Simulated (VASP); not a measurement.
```yaml
crystal:
  lattice:
    - [0.00000, 2.48214, 2.48214]
    - [2.48214, 0.00000, 2.48214]
    - [2.48214, 2.48214, 0.00000]
  atoms:
    - { symbol: Zr, position: [0.00000, 0.00000, 0.00000] }
    - { symbol: O, position: [0.25000, 0.25000, 0.25000] }
    - { symbol: O, position: [0.75000, 0.75000, 0.75000] }
```

Computed with AM05 GGA, VASP's PBE PAW potentials (set 64) (plane waves; VASP 6.6.1). Run with 520 eV cut-off, 8×8×8 Γ-centred mesh, Gaussian smearing of 0.050 eV, potentials Zr_sv O.

Give the stress tensor in GPa (positive for a compressed cell).

```
17.64   0.00   0.00
 0.00  17.64   0.00
 0.00   0.00  17.64
```
The pressure is its mean diagonal, 17.64 GPa.

The compound is ZrO2 in the fluorite structure, the high-temperature cubic form, which is unstable at 0 K; the monoclinic form is the stable one. This cell is one point of a volume scan, at 0.94 of the reference volume.
